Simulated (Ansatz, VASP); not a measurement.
# WC (Qusongite) in two plane-wave programs, part 2 of 2

One calculation is typed for both programs; each brings its own data sets. How far apart do they land? The cell is taken from a series of runs on this material, whose earlier steps may have relaxed, scaled, displaced or heated it; both programs get it as it stands.

VASP 6.6.1 and Ansatz 0.2.0.

So far: Set-up; VASP: zone-centre phonons, LDA.

### 3. Ansatz: zone-centre phonons, LDA

Level of this step: Ansatz beside VASP: Kohn-Sham DFT, plane waves, LDA (Ansatz).

Ansatz runs on its PAW soft_1 files.

The same cell, functional (in two slightly different forms), mesh and smearing now go to Ansatz, which takes its cutoff from its data sets.

Input file input.yaml:

```yaml
crystal:
  lattice:
    - [2.9457780214, 0.0, 0.0]
    - [-1.4728890107, 2.5511186005, 0.0]
    - [0.0, 0.0, 2.8577155581]
  atoms:
    - { symbol: C, position: [0.6666666667, 0.3333333333, 0.5] }
    - { symbol: W, position: [0.0, 0.0, 0.0] }
kpoints:
  mp_grid: { grid: [18, 18, 16] }
hamiltonian:
  xc: lda
  pseudopotentials: { kind: paw, azcp: { folder: soft_1 }, xc_functional: pbe }
scf:
  occupations: { method: methfessel_paxton, width: 0.2 }
output:
  eigenvalues: true
phonons:
  method: dfpt
```

Command:

```bash
$ ansatz run input.yaml --threads 4 --pin off --max-ram 10240MiB --backend cpu --events-out ev --progress --plain --runs-dir out
```

Numbers of over 12 decimals in the logs are rounded to 6 here.

The program printed:

```text
zone centre: on kpoints.mp_grid the ground state, and the responses unless they are solved on pairs of k-points, stand on 819 of the mesh's 5184 k-points, reduced under 4 symmetry operations, with k and −k counted as one. Each operation leaves every solved displacement unchanged or reverses it
Engine: ansatz 0.2.0, x86_64-unknown-linux-gnu
Pseudopotentials: kind: paw
Pseudopotential: C, paw, valence charge 4, recommended cutoff 420 eV (normal), soft_1/C.paw.azcp
Pseudopotential: W, paw, valence charge 14, recommended cutoff 420 eV (normal), soft_1/W.paw.azcp
Functional definition: SPW92
  exchange = slater_x
  correlation = pw_c
Crystal: 2 atoms, lattice volume = 21.476 Å³
Basis set: ecut = 420 eV, 405 PW (Γ), exchange–correlation on 40×40×40 points (8 copies of the dense FFT grid, shifted against one another)
Bands: 13, of which v1, the nominal top of the filled ones, is band 9 counted from 1 (8 counted from 0)
Symmetry: 12 space group operations
k-points: 819 of 5184 (irreducible under 4 space group operations, time reversal used)
Non-local potential: C, projectors of the file, l = 0: 2, l = 1: 2, l = 2: 1
Non-local potential: W, projectors of the file, l = 0: 3, l = 1: 2, l = 2: 2, l = 3: 1
PAW form: soft (Blöchl's): semilocal exchange-correlation on the pseudo side does not see the compensation charge
PAW frozen core: C, regenerated for the run's functional, and the local potential with it (the file was generated under x = pbe(κ = 0.804, μ = 0.219515), c = pbe(β = 0.066725))
PAW frozen core: W, regenerated for the run's functional, and the local potential with it (the file was generated under x = pbe(κ = 0.804, μ = 0.219515), c = pbe(β = 0.066725))
PAW one-centre angular grid: C, 110 points (default); XC on 64 Gauss nodes
PAW one-centre angular grid: W, 590 points (default); XC on 64 Gauss nodes
Initial density: superposition of atomic densities (chi_scale 0.1, normalization cell, long waves kept (reshape's long-wave potential 0.00 eV rms))
Initial wavefunctions: pseudopotential atomic-orbital guess
Functional: x = slater, c = lda
SCF iter   1: F=—  HF=-10375.313211 eV  |F-HF|=—  |Δ(HF+E_count)|=         —  Δρ=1.28e-1  dr2=4.89e0  ethr=3.10e-3  ⟨swp⟩=5.0  Hψ=53184  notcnv=0
preconditioner: auto → none  [metal: Δε(μ)=0.047 eV  Ē_g=10.397 eV  σ=0.200 eV  W_gap=0.20  n_scr=8 (ndim 8)  ℏωp=25.3 eV  f_vac=0.000  D(μ)=0.17/eV (n_scr^D=0)  sad-step TF]
SCF iter   2: F=—  HF=-10374.716987 eV  |F-HF|=—  |Δ(HF+E_count)|=   5.96e-1  S|Δr|=    0.00e0  Δρ=9.03e-2  dr2=2.50e0  ethr=3.10e-3  ⟨swp⟩=2.0  Hψ=20326  notcnv=0
SCF iter   3: F=—  HF=-10374.094963 eV  |F-HF|=—  |Δ(HF+E_count)|=   6.22e-1  S|Δr|=    0.00e0  Δρ=7.87e-3  dr2=1.37e-2  ethr=3.10e-3  ⟨swp⟩=2.1  Hψ=18208  notcnv=0
SCF iter   4: F=—  HF=-10374.093285 eV  |F-HF|=—  |Δ(HF+E_count)|=   1.68e-3  S|Δr|=    0.00e0  Δρ=1.08e-3  dr2=1.23e-4  ethr=7.59e-5  ⟨swp⟩=1.1  Hψ=17077  notcnv=0
SCF iter   5: F=—  HF=-10374.093333 eV  |F-HF|=—  |Δ(HF+E_count)|=   4.87e-5  S|Δr|=    0.00e0  Δρ=1.63e-4  dr2=2.67e-6  ethr=6.82e-7  ⟨swp⟩=2.3  Hψ=16513  notcnv=0
SCF iter   6: F=—  HF=-10374.093333 eV  |F-HF|=—  |Δ(HF+E_count)|=   1.80e-7  S|Δr|=    0.00e0  Δρ=1.66e-5  dr2=2.85e-8  ethr=1.49e-8  ⟨swp⟩=2.2  Hψ=15209  notcnv=0
SCF iter   7: F=—  HF=-10374.093334 eV  |F-HF|=—  |Δ(HF+E_count)|=   6.92e-7  S|Δr|=    0.00e0  Δρ=2.63e-6  dr2=1.39e-9  ethr=1.58e-10  ⟨swp⟩=2.0  Hψ=14981  notcnv=0
SCF iter   8: F=—  HF=-10374.093334 eV  |F-HF|=—  |Δ(HF+E_count)|=  5.46e-10  S|Δr|=    0.00e0  Δρ=4.92e-7  dr2=2.63e-11  ethr=7.71e-12  ⟨swp⟩=2.4  Hψ=16496  notcnv=0
SCF iter   9: F=-10374.093334 eV  HF=-10374.093334 eV  |F-HF|=0.00e0  |Δ(HF+E_count)|=  9.09e-12  S|Δr|=    0.00e0  Δρ=4.71e-8  dr2=1.22e-13  ethr=1.00e-12  ⟨swp⟩=5.0  Hψ=39553  notcnv=0
SCF 1 converged in 9 iterations: F = -10374.093334 eV  dr2 = 1.22e-13
  greatest PAW one-centre occupation: 0.999 electrons in one spin orbital (limit 2), on the W atom at site 1 (counted from 0), in its partial waves of l = 0
DFPT response loops at Γ: preconditioner auto → Kerker (q_TF=auto, 2.649 Å⁻¹) (partly filled bands, converged f_vac=0.000); β = 1.00, the filter's whole step (`scf.mixing.beta` (0.50) is not read by the response loops under this deck's `scf.mixing.preconditioner`; to damp them name `kerker` or `kerker_dos`, under which they read `scf.mixing.beta`, and type it under 1.00, their step now; both keys bind the ground state too); Broyden in place of MSR1
SCF converged after 9 iterations
Stability not checked: this state was not tested for a lower state beside it, because cold or Methfessel-Paxton smearing, or corrected tetrahedra, fill the levels in a way that the test cannot read (fill_not_monotonic; see scf.lower_state_search)
Free energy (F): -10374.093334 eV
Harris-Foulkes:  -10374.093334 eV  (|F-HF|=0.00e0)
Internal energy: -10374.092923 eV  (E = F + TS)
E sigma→0 (E₀):  -10374.093231 eV
Entropy (-TS):   -0.000411 eV (-0.205 meV/atom)
Fermi energy:    19.307803 eV
--- Per-component energies (eV) ---
  E_band       = -79.761146
  E_kinetic    = 506.657594
  E_local      = -634.673032  (includes V_loc(G=0)·N_el)
  E_nonlocal   = 3.739898
  E_hartree    = 254.473256
  E_xc         = -312.731434
  E_vxc        = -289.493014  (∫ρ·V_xc dr)
  E_paw        = -8416.226669  (= ΣΔE_a)
  E_vpaw       = -174.939273  (= ΣTr[D̂ρ^β])
  E_aug_tail   = 0.000167  (compensation charges beyond the density's cutoff)
  E_ewald      = -1775.678784
  E_core_change = 0.346082  (= ΣΔE_core)
  E_smearing   = -0.000411  (= −TS)
  E_closure    = 0.000000  (closes the sum)
  Σ components = -10374.093334   (vs F -10374.093334, Δ=0.00e0)
--- Band table (eV; the first three rows and the last of 819) ---
  k-point 0: bands = [... 5 lower, 15.1955, 16.0720, 16.0720, 19.4726, 22.3486, 22.3486, 24.7370, 24.7370]
  k-point 1: bands = [... 5 lower, 15.1522, 16.1144, 16.1144, 19.4488, 22.0209, 22.0209, 24.9367, 24.9367]
  k-point 2: bands = [... 5 lower, 14.9718, 16.2383, 16.2383, 19.4701, 21.3227, 21.3227, 25.2283, 25.2283]
  k-point 818: bands = [... 5 lower, 13.2012, 13.7295, 17.3685, 18.1154, 24.1046, 24.4564, 25.0228, 28.4544]
--- Phonons (Γ-DFPT): 4 representative perturbations + reference, on 819 of 5184 k-points (Σ response iterations 12) ---
  k mesh reduced under 4 symmetry operations, with k and −k counted as one. Each operation leaves every solved displacement unchanged or reverses it
  ASR residual: 1.519e-5 → 0.000e0 eV/Å²; symmetrization residual: 1.262e-6 eV/Å²
  ASR residual per site (eV/Å²): 3.48e-6 1.52e-5
  Γ frequencies (cm⁻¹): 0.00 0.00 0.00 523.73 568.94 568.94
  non-analytic LO–TO correction: not included (Born effective charges unavailable; polar crystals: no LO–TO splitting at Γ)
```

Reading the cycles: dr2 is the Hartree energy of the density residual (eV), the measure of convergence; HF is the Harris–Foulkes estimate of the energy, which meets the free energy F at convergence.

### 4. Side by side

Known differences besides the potentials themselves: the data sets hold 18 valence electrons in Ansatz (on its PAW soft_1 files) and 10 in VASP; the cutoff is 420 eV in Ansatz and 600 eV in VASP; VASP's log shows a relativistic correction to its local exchange, Ansatz's none. Total energies have different zeros and are not compared.

Both answers:

| quantity | Ansatz | VASP | difference |
| --- | --- | --- | --- |
| optical mode 1 (cm⁻¹) | 523.7 | 525.4 | -0.32 % |
| optical mode 2 to 3 (cm⁻¹) | 568.9 | 573.9 | -0.86 % |

Modes are paired by rising frequency, not by their patterns, so a pair may set unlike modes beside each other; they are those without the splitting of longitudinal modes.

### 5. Outcome

| Item | Value |
| --- | --- |
| r.m.s. difference of the optical zone-centre modes, each program's sorted by frequency (zone-centre phonons, LDA) | 4.1 cm⁻¹ |
| difference in optical mode 2 to 3 (zone-centre phonons, LDA) | -0.9 % |

The r.m.s. difference of the optical zone-centre modes, each program's sorted by frequency is 4.1 cm⁻¹ (zone-centre phonons, LDA). The data sets hold unlike numbers of valence electrons (18 in Ansatz and 10 in VASP), so part of the differences comes from the potentials. Among the rows given in per cent, the largest difference of the zone-centre phonons, LDA pair is in optical mode 2 to 3, -0.9 %. How closely two codes agree says nothing of how well the functional describes the real material.

[Lines on the potential files, build, host, timing and source positions are cut from VASP's logs without a mark.]

[Logs are printed without paths, hosts, clocks, repeated set-up lines and the standing remarks that a program may print on its own settings, such as how far it seeks lower states.]

[Hosts, paths, dates, database ids (printed as entryN), source tags and the programs' standing remarks are cut or masked in the printed files.]
